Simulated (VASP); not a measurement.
These are PBE GGA, VASP's PBE PAW potentials (set 64) (plane waves; VASP 6.6.1) values and carry that method's errors.

A VASP calculation is set up with these files.

File POSCAR:
```
AlSi63
1.0
 10.9370747000   0.0000000000   0.0000000000
  0.0000000000  10.9370747000   0.0000000000
  0.0000000000   0.0000000000  10.9370747000
Si Al
63 1
Cartesian
  5.4685373500   0.0000000000   0.0000000000
  6.8356716875   1.3671343375   1.3671343375
  8.2028060250   2.7342686750   0.0000000000
  9.5699403625   4.1014030125   1.3671343375
  8.2028060250   0.0000000000   2.7342686750
  9.5699403625   1.3671343375   4.1014030125
  0.0000000000   0.0000000000   0.0000000000
  1.3671343375   1.3671343375   1.3671343375
  2.7342686750   2.7342686750   0.0000000000
  4.1014030125   4.1014030125   1.3671343375
  5.4685373500   5.4685373500   0.0000000000
  6.8356716875   6.8356716875   1.3671343375
  8.2028060250   8.2028060250   0.0000000000
  9.5699403625   9.5699403625   1.3671343375
  2.7342686750   0.0000000000   2.7342686750
  4.1014030125   1.3671343375   4.1014030125
  5.4685373500   2.7342686750   2.7342686750
  6.8403636925   4.1484543079   4.1414108318
  8.2028060250   5.4685373500   2.7342686750
  9.5699403625   6.8356716875   4.1014030125
  5.4685373500   0.0000000000   5.4685373500
  6.8356716875   1.3671343375   6.8356716875
  8.2028060250   2.7342686750   5.4685373500
  9.5699403625   4.1014030125   6.8356716875
  8.2028060250   0.0000000000   8.2028060250
  9.5699403625   1.3671343375   9.5699403625
  0.0000000000   5.4685373500   0.0000000000
  1.3671343375   6.8356716875   1.3671343375
  2.7342686750   8.2028060250   0.0000000000
  4.1014030125   9.5699403625   1.3671343375
  0.0000000000   2.7342686750   2.7342686750
  1.3671343375   4.1014030125   4.1014030125
  2.7342686750   5.4685373500   2.7342686750
  4.1120557233   6.8548881277   4.1054606672
  5.4685373500   8.2028060250   2.7342686750
  6.8356716875   9.5699403625   4.1014030125
  0.0000000000   0.0000000000   5.4685373500
  1.3671343375   1.3671343375   6.8356716875
  2.7342686750   2.7342686750   5.4685373500
  4.1136197249   4.1485636786   6.8523507264
  6.8117085568   6.7944389159   6.8531819441
  8.2028060250   8.2028060250   5.4685373500
  9.5699403625   9.5699403625   6.8356716875
  2.7342686750   0.0000000000   8.2028060250
  4.1014030125   1.3671343375   9.5699403625
  5.4685373500   2.7342686750   8.2028060250
  6.8356716875   4.1014030125   9.5699403625
  8.2028060250   5.4685373500   8.2028060250
  9.5699403625   6.8356716875   9.5699403625
  0.0000000000   8.2028060250   2.7342686750
  1.3671343375   9.5699403625   4.1014030125
  0.0000000000   5.4685373500   5.4685373500
  1.3671343375   6.8356716875   6.8356716875
  2.7342686750   8.2028060250   5.4685373500
  4.1014030125   9.5699403625   6.8356716875
  0.0000000000   2.7342686750   8.2028060250
  1.3671343375   4.1014030125   9.5699403625
  2.7342686750   5.4685373500   8.2028060250
  4.1014030125   6.8356716875   9.5699403625
  5.4685373500   8.2028060250   8.2028060250
  6.8356716875   9.5699403625   9.5699403625
  0.0000000000   8.2028060250   8.2028060250
  1.3671343375   9.5699403625   9.5699403625
  5.4631891205   5.4407899915   5.5073749023
```

### INCAR
```
SYSTEM = AlSi63
PREC = Normal
ENCUT = 400
EDIFF = 1E-5
NELM = 100
ALGO = Fast
LREAL = Auto
LASPH = .TRUE.
ISMEAR = 0
SIGMA = 0.05
GGA = PE
LWAVE = .TRUE.
LCHARG = .FALSE.
NELMIN = 4
ISYM = 0
ISPIN = 2
NUPDOWN = 1
MAGMOM = 64*0.0156
LORBIT = 10
IBRION = 2
ISIF = 2
NSW = 60
EDIFFG = -0.03
```

### KPOINTS
```
Automatic mesh
0
Gamma
1 1 1
0 0 0
```

POTCAR, in this order: Si Al (PBE.64 set). Program: vasp_gam.

Output of the run:

### OSZICAR
```
       N       E                     dE             d eps       ncg     rms          rms(c)
DAV:   1     0.114088208371E+04    0.11409E+04   -0.95181E+04   640   0.113E+03
DAV:   2    -0.196395623755E+03   -0.13373E+04   -0.12678E+04   840   0.203E+02
DAV:   3    -0.339491716113E+03   -0.14310E+03   -0.13690E+03   792   0.598E+01
DAV:   4    -0.343896969807E+03   -0.44053E+01   -0.43856E+01   760   0.126E+01
DAV:   5    -0.344005712771E+03   -0.10874E+00   -0.10838E+00   768   0.213E+00    0.272E+01
RMM:   6    -0.339617527698E+03    0.43882E+01   -0.25931E+00   640   0.249E+00    0.166E+01
RMM:   7    -0.337713539712E+03    0.19040E+01   -0.69110E+00   652   0.417E+00    0.117E+00
RMM:   8    -0.337743086707E+03   -0.29547E-01   -0.60716E-01   640   0.156E+00    0.683E-01
RMM:   9    -0.337770012637E+03   -0.26926E-01   -0.14355E-01   640   0.724E-01    0.554E-01
RMM:  10    -0.337773738427E+03   -0.37258E-02   -0.26626E-02   649   0.323E-01    0.404E-01
RMM:  11    -0.337778202748E+03   -0.44643E-02   -0.12983E-02   640   0.217E-01    0.131E-01
RMM:  12    -0.337778194997E+03    0.77511E-05   -0.46186E-03   640   0.126E-01    0.981E-02
RMM:  13    -0.337778196359E+03   -0.13620E-05   -0.10399E-03   661   0.639E-02    0.103E-01
RMM:  14    -0.337778297866E+03   -0.10151E-03   -0.31572E-04   665   0.383E-02    0.271E-02
RMM:  15    -0.337778308212E+03   -0.10346E-04   -0.10331E-04   620   0.234E-02    0.195E-02
RMM:  16    -0.337778310347E+03   -0.21346E-05   -0.26636E-05   436   0.117E-02
   1 F= -.33777831E+03 E0= -.33776126E+03  d E =-.337778E+03  mag=     1.0000
       N       E                     dE             d eps       ncg     rms          rms(c)
DAV:   1    -0.337973920298E+03   -0.19561E+00   -0.50113E+00   736   0.356E+00    0.104E+00
RMM:   2    -0.337988631067E+03   -0.14711E-01   -0.26050E-01   640   0.102E+00    0.400E-01
RMM:   3    -0.337989497896E+03   -0.86683E-03   -0.44207E-02   641   0.452E-01    0.224E-01
RMM:   4    -0.337990160789E+03   -0.66289E-03   -0.90810E-03   666   0.200E-01    0.126E-01
RMM:   5    -0.337990317348E+03   -0.15656E-03   -0.18240E-03   685   0.876E-02    0.586E-02
RMM:   6    -0.337990359576E+03   -0.42228E-04   -0.34019E-04   668   0.388E-02    0.267E-02
RMM:   7    -0.337990359822E+03   -0.24661E-06   -0.78214E-05   535   0.178E-02
   2 F= -.33799036E+03 E0= -.33797356E+03  d E =-.212049E+00  mag=     1.0000
       N       E                     dE             d eps       ncg     rms          rms(c)
DAV:   1    -0.337996807142E+03   -0.64476E-02   -0.25831E-01   720   0.821E-01    0.229E-01
RMM:   2    -0.337997529472E+03   -0.72233E-03   -0.13293E-02   640   0.235E-01    0.908E-02
RMM:   3    -0.337997579515E+03   -0.50043E-04   -0.23348E-03   640   0.105E-01    0.499E-02
RMM:   4    -0.337997614531E+03   -0.35016E-04   -0.43821E-04   662   0.461E-02    0.299E-02
RMM:   5    -0.337997622369E+03   -0.78377E-05   -0.94689E-05   547   0.203E-02
   3 F= -.33799762E+03 E0= -.33798087E+03  d E =-.219312E+00  mag=     1.0000
       N       E                     dE             d eps       ncg     rms          rms(c)
DAV:   1    -0.338016068693E+03   -0.18454E-01   -0.39686E-01   688   0.115E+00    0.320E-01
RMM:   2    -0.338017713630E+03   -0.16449E-02   -0.21457E-02   640   0.315E-01    0.124E-01
RMM:   3    -0.338017879058E+03   -0.16543E-03   -0.36059E-03   640   0.144E-01    0.616E-02
RMM:   4    -0.338017936122E+03   -0.57064E-04   -0.75021E-04   675   0.652E-02    0.376E-02
RMM:   5    -0.338017945028E+03   -0.89059E-05   -0.13272E-04   636   0.278E-02    0.151E-02
RMM:   6    -0.338017949192E+03   -0.41648E-05   -0.35839E-05   455   0.133E-02
   4 F= -.33801795E+03 E0= -.33800121E+03  d E =-.203268E-01  mag=     1.0000
       N       E                     dE             d eps       ncg     rms          rms(c)
DAV:   1    -0.338019927287E+03   -0.19823E-02   -0.96573E-02   720   0.565E-01    0.157E-01
RMM:   2    -0.338020332971E+03   -0.40568E-03   -0.52100E-03   640   0.155E-01    0.609E-02
RMM:   3    -0.338020378398E+03   -0.45427E-04   -0.87655E-04   640   0.710E-02    0.310E-02
RMM:   4    -0.338020392481E+03   -0.14083E-04   -0.18251E-04   658   0.323E-02    0.187E-02
RMM:   5    -0.338020394764E+03   -0.22834E-05   -0.32953E-05   447   0.139E-02
   5 F= -.33802039E+03 E0= -.33800369E+03  d E =-.227724E-01  mag=     1.0000
       N       E                     dE             d eps       ncg     rms          rms(c)
DAV:   1    -0.338024482136E+03   -0.40897E-02   -0.92352E-02   688   0.583E-01    0.163E-01
RMM:   2    -0.338024878000E+03   -0.39586E-03   -0.48825E-03   640   0.157E-01    0.641E-02
RMM:   3    -0.338024916188E+03   -0.38188E-04   -0.87391E-04   644   0.724E-02    0.299E-02
RMM:   4    -0.338024928687E+03   -0.12499E-04   -0.16022E-04   661   0.326E-02    0.194E-02
RMM:   5    -0.338024930795E+03   -0.21087E-05   -0.37898E-05   477   0.156E-02
   6 F= -.33802493E+03 E0= -.33800875E+03  d E =-.453603E-02  mag=     1.0000
       N       E                     dE             d eps       ncg     rms          rms(c)
DAV:   1    -0.338025555107E+03   -0.62642E-03   -0.37021E-02   720   0.369E-01    0.103E-01
RMM:   2    -0.338025714124E+03   -0.15902E-03   -0.19702E-03   640   0.100E-01    0.408E-02
RMM:   3    -0.338025731442E+03   -0.17318E-04   -0.36091E-04   644   0.464E-02    0.195E-02
RMM:   4    -0.338025736702E+03   -0.52597E-05   -0.66549E-05   609   0.210E-02
   7 F= -.33802574E+03 E0= -.33800988E+03  d E =-.534194E-02  mag=     1.0000
       N       E                     dE             d eps       ncg     rms          rms(c)
DAV:   1    -0.338027053102E+03   -0.13217E-02   -0.40595E-02   688   0.384E-01    0.112E-01
RMM:   2    -0.338027229598E+03   -0.17650E-03   -0.21969E-03   640   0.105E-01    0.479E-02
RMM:   3    -0.338027224707E+03    0.48914E-05   -0.43496E-04   640   0.490E-02    0.197E-02
RMM:   4    -0.338027233623E+03   -0.89161E-05   -0.90466E-05   651   0.229E-02
   8 F= -.33802723E+03 E0= -.33801212E+03  d E =-.149692E-02  mag=     1.0000
```

File OUTCAR:
```
------------------------ aborting loop because EDIFF is reached ----------------------------------------
  FORCE on cell =-STRESS in cart. coord.  units (eV):
  Direction    XX          YY          ZZ          XY          YZ          ZX
  --------------------------------------------------------------------------------------
  Total        9.5672599      9.5977570      9.6158800     -1.5021891     -1.1361626     -1.6282853
  in kB       11.7164116     11.7537594     11.7759534     -1.8396349     -1.3913857     -1.9940569
  external PRESSURE =      11.7487081 kB  Pullay stress =       0.0000000 kB
  volume of cell :     1308.29
      direct lattice vectors                 reciprocal lattice vectors
    10.937074700  0.000000000  0.000000000     0.091432127  0.000000000  0.000000000
     0.000000000 10.937074700  0.000000000     0.000000000  0.091432127  0.000000000
     0.000000000  0.000000000 10.937074700     0.000000000  0.000000000  0.091432127
 POSITION                                       TOTAL-FORCE (eV/Angst)
 -----------------------------------------------------------------------------------
      5.46577     10.93589      0.00074        -0.009390      0.001182     -0.003357
      6.83218      1.36243      1.36496         0.022728     -0.000289     -0.000216
      8.20087      2.73336      0.00128         0.002068     -0.001246     -0.008373
      9.57808      4.10769      1.36421         0.002048     -0.013623      0.005297
      8.20051     10.93599      2.73643         0.008055     -0.005056     -0.006305
      9.57966      1.36286      4.10743         0.007165     -0.002568     -0.008436
     10.93568     10.93438     10.93478        -0.000560      0.001956     -0.000582
      1.36951      1.37011      1.36975         0.006350      0.001579      0.005998
      2.73666      2.73540      0.00123        -0.013142     -0.004269      0.003617
      4.10638      4.10494      1.37641         0.000206      0.002454      0.000842
      5.46721      5.46620     10.93678         0.000278      0.001212     -0.005999
      6.83483      6.83488      1.37212         0.003539     -0.001444      0.004322
      8.19970      8.19945     10.93582         0.000652      0.005499      0.007070
      9.56953      9.57049      1.37033         0.006034     -0.001495      0.001907
      2.73684      0.00234      2.73686        -0.012631      0.003156     -0.010098
      4.10709      1.37720      4.10592        -0.002207     -0.001026      0.008652
      5.48235      2.72793      2.72802         0.005226     -0.000604     -0.000855
      6.87400      4.07637      4.07606        -0.002708      0.000242      0.005854
      8.21172      5.45664      2.72437        -0.008580     -0.014266     -0.000531
      9.56698      6.83606      4.10526         0.003833     -0.007705     -0.004921
      5.46786     10.93534      5.46687        -0.000945     -0.005480     -0.000509
      6.83374      1.37390      6.83405        -0.000221      0.005268      0.002536
      8.21208      2.72330      5.45523        -0.005326      0.002792     -0.011386
      9.56852      4.10268      6.83526        -0.001723     -0.000828      0.003213
      8.19881     10.93691      8.19870        -0.000236      0.012958      0.007016
      9.57007      1.36996      9.57011         0.001558     -0.001047      0.004018
     10.93421      5.46506      0.00198        -0.005188     -0.002089     -0.002929
      1.36120      6.83323      1.36392         0.001747      0.021638      0.003006
      2.73440      8.20127      0.00154        -0.003796      0.002904     -0.007472
      4.10691      9.58135      1.36370        -0.012506     -0.001102      0.002122
      0.00093      2.73577      2.73573         0.003020     -0.007396     -0.008219
      1.37515      4.10599      4.10515         0.006205     -0.002643      0.006940
      2.72699      5.47916      2.72577         0.000084      0.014009      0.002193
      4.07043      6.87765      4.07171         0.005005      0.006075      0.001619
      5.45776      8.21218      2.72232        -0.023324     -0.007059      0.004938
      6.83604      9.56639      4.10545        -0.003387     -0.000002     -0.003928
     10.93367     10.93362      5.46561        -0.005858      0.007530     -0.004602
      1.36036      1.36027      6.83295         0.003230      0.002909      0.017296
      2.72459      2.72491      5.48020        -0.000647     -0.001131      0.011751
      4.06210      4.07033      6.88414         0.020587      0.012381     -0.017337
      6.87379      6.87423      6.88252         0.006367      0.002722      0.000618
      8.20732      8.20585      5.47946        -0.000704      0.002905      0.001496
      9.57597      9.57891      6.83423         0.000859     -0.003097      0.021285
      2.73570     10.93673      8.20024        -0.007286     -0.006142      0.005051
      4.10682      1.36146      9.58115        -0.004675      0.004225      0.006786
      5.45501      2.72252      8.21286        -0.010861     -0.000688     -0.001737
      6.83532      4.10195      9.56972        -0.002010     -0.001367     -0.001923
      8.21261      5.47369      8.21354        -0.008244      0.011373     -0.012755
      9.58038      6.83529      9.58051         0.000862      0.011417      0.005111
     10.93653      8.20064      2.73633        -0.003873      0.010913     -0.004607
      1.36183      9.58212      4.10764        -0.002197      0.001476     -0.012676
     10.93634      5.46663      5.46685        -0.005541      0.000949     -0.000786
      1.37070      6.83621      6.83430         0.007788     -0.003727      0.005065
      2.72223      8.21298      5.45570         0.002819     -0.006585     -0.014919
      4.10306      9.56833      6.83534         0.003733     -0.003934      0.003333
      0.00052      2.73429      8.20065        -0.009239     -0.000756      0.005822
      1.35870      4.10708      9.58409         0.008306     -0.004571      0.001997
      2.71760      5.45866      8.21716         0.004703     -0.019381     -0.008427
      4.10228      6.83642      9.57079         0.000362     -0.003673     -0.003307
      5.47600      8.21142      8.21342         0.004102      0.000312     -0.003127
      6.83454      9.58220      9.58098         0.010513     -0.006444      0.000808
     10.93544      8.20027      8.19870         0.007271      0.001309      0.004038
      1.36996      9.57058      9.56957         0.000563     -0.002737      0.006855
      5.45878      5.46373      5.47152        -0.000861     -0.007877     -0.008152
 -----------------------------------------------------------------------------------
    total drift:                               -0.016451      0.003424      0.014311
  FREE ENERGIE OF THE ION-ELECTRON SYSTEM (eV)
  ---------------------------------------------------
  free  energy   TOTEN  =      -338.0272336229 eV

  energy  without entropy=     -337.9970143764  energy(sigma->0) =     -338.01212400

 total charge

# of ion       s       p       d       tot
------------------------------------------
    1        0.740   0.955   0.000   1.694
    2        0.740   0.947   0.000   1.687
    3        0.738   0.944   0.000   1.682
    4        0.739   0.949   0.000   1.688
    5        0.738   0.944   0.000   1.682
    6        0.739   0.949   0.000   1.688
    7        0.738   0.943   0.000   1.682
    8        0.739   0.943   0.000   1.682
    9        0.739   0.944   0.000   1.682
   10        0.738   0.944   0.000   1.682
   11        0.738   0.945   0.000   1.683
   12        0.738   0.943   0.000   1.682
   13        0.739   0.944   0.000   1.683
   14        0.739   0.943   0.000   1.682
   15        0.739   0.944   0.000   1.682
   16        0.738   0.943   0.000   1.682
   17        0.739   0.945   0.000   1.684
   18        0.745   0.968   0.000   1.713
   19        0.738   0.947   0.000   1.685
   20        0.738   0.943   0.000   1.682
...
```
(Selected blocks of OUTCAR.)

**CONTCAR**
```
AlSi63
   1.00000000000000
    10.9370747000000001    0.0000000000000000    0.0000000000000000
     0.0000000000000000   10.9370747000000001    0.0000000000000000
     0.0000000000000000    0.0000000000000000   10.9370747000000001
  Si              Al
    63     1
Direct
     0.4997470635784461    0.9998917681488141    0.0000675901488714
     0.6246803190663135    0.1245694635737180    0.1248009566561024
     0.7498227954976641    0.2499165416728974    0.0001166377072407
     0.8757445918088725    0.3755748120236276    0.1247329495554104
     0.7497903233637476    0.9999008097336967    0.2501973229084205
     0.8758884379495058    0.1246093826556607    0.3755512590652835
     0.9998725402318053    0.9997533466945965    0.9997906374090577
     0.1252168165444837    0.1252721237865461    0.1252387561461073
     0.2502189916607661    0.2501038112992382    0.0001123133127576
     0.3754552295290833    0.3753232665514427    0.1258477815341866
     0.4998788721179948    0.4997860770002304    0.9999732153994561
     0.6249228095672296    0.6249271931553380    0.1254556615441156
     0.7497157719570098    0.7496931010232990    0.9998857218919841
     0.8749621495505925    0.8750499813174863    0.1252924637538633
     0.2502353082189699    0.0002135494032903    0.2502366140121288
     0.3755200801930831    0.1259206779197773    0.3754128856024279
     0.5012627040224129    0.2494201651357729    0.2494283453105746
     0.6285044400578239    0.3727114889137504    0.3726826851417310
     0.7508154656486192    0.4989123942928245    0.2490949004220687
     0.8747294400204182    0.6250358445613891    0.3753526581641929
     0.4999377442202574    0.9998416640280573    0.4998480034994277
     0.6248233895724515    0.1256187589748039    0.6248516469445158
     0.7508480838295362    0.2489974678240850    0.4987835848818972
     0.8748699047787624    0.3751169430746550    0.6249622967400975
     0.7496345262229959    0.9999847752569478    0.7496244011326653
     0.8750120456747299    0.1252584739671125    0.8750151574105414
     0.9997378938624853    0.4996824932658882    0.0001809168858122
     0.1244571877453461    0.6247768584974303    0.1247060041178234
     0.2500121240226416    0.7498598117135008    0.0001407386366167
     0.3755036992716925    0.8760429705699925    0.1246864058752961
     0.0000852660330890    0.2501369772506589    0.2501336387634811
     0.1257331687266988    0.3754190432426120    0.3753421784264107
     0.2493346573103788    0.5009714267535329    0.2492228176759769
     0.3721680903343740    0.6288381053439260    0.3722850352957207
     0.4990147314581320    0.7508575301443765    0.2489072807469949
     0.6250339406432144    0.8746754212058997    0.3753696549302133
     0.9996891252279256    0.9996837516713002    0.4997324258031478
     0.1243808674231041    0.1243721369952580    0.6247515702901438
     0.2491153371018157    0.2491441852296031    0.5010663977482265
     0.3714066531985732    0.3721586768149391    0.6294319431400395
     0.6284848825599509    0.6285251886762909    0.6292838930978022
     0.7504128055395836    0.7502779951287233    0.5009985725976300
     0.8755511205999653    0.8758204768334945    0.6248681974249055
     0.2501308902856022    0.9999688715581827    0.7497654565933592
     0.3754952929478988    0.1244815589282354    0.8760245982480502
     0.4987627848593571    0.2489256229672056    0.7509195473060170
     0.6249677606754892    0.3750498593535717    0.8749798011485914
     0.7508961098072128    0.5004710551609988    0.7509817127366379
     0.8759546886643664    0.6249654231606396    0.8759659902755076
     0.9999500434466629    0.7498022688027155    0.2501881695926140
     0.1245146753366116    0.8761134183623266    0.3755702138779847
     0.9999332275909667    0.4998251774711499    0.4998458396039086
     0.1253262460653824    0.6250488583702186    0.6248742418317840
     0.2488990679716254    0.7509301196482669    0.4988264988658989
     0.3751511094611288    0.8748527755087734    0.6249693604020113
     0.0000477470554525    0.2500020099853713    0.7498027438140605
     0.1242284987922121    0.3755191899771044    0.8762934582880806
     0.2484757161467199    0.4990972295482579    0.7513123565443726
     0.3750798862971171    0.6250682119495796    0.8750780578255569
     0.5006819478423274    0.7507876065535980    0.7509706182459374
     0.6248962080353272    0.8761205996261948    0.8760097359440651
     0.9998501351936796    0.7497681959398580    0.7496245548655480
     0.1252583367635369    0.8750584786079083    0.8749658399637025
     0.4991082308187694    0.4995605371933575    0.5002730862749503
```

The supercell is sampled at Γ alone, which is coarse: total energies, pressure and levels can be off, energies of defects by several tenths of an eV.

The cell is a supercell with a defect, built from Si (diamond): Al_Si.
